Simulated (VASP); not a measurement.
Energy against volume of CdF₂ (fluorite). Level of theory: AM05 GGA, VASP's PBE PAW potentials (set 64) (plane waves; VASP 6.6.1).

```tsv
V (Å³/atom)	E (eV/atom)
12.453	-3.65591
12.851	-3.67030
13.248	-3.67543
13.646	-3.67283
14.043	-3.66371
```

**Question.** Fit a third-order Birch-Murnaghan equation of state.

**Answer.** 
| Quantity | Value |
|---|---|
| volume per atom | 13.30 Å³/atom |
| bulk modulus | 102 GPa |
| pressure derivative of the bulk modulus | 4.86 |
| lattice constant a | 5.425 Å |

The compound is CdF2 in the fluorite structure. It was relaxed first.
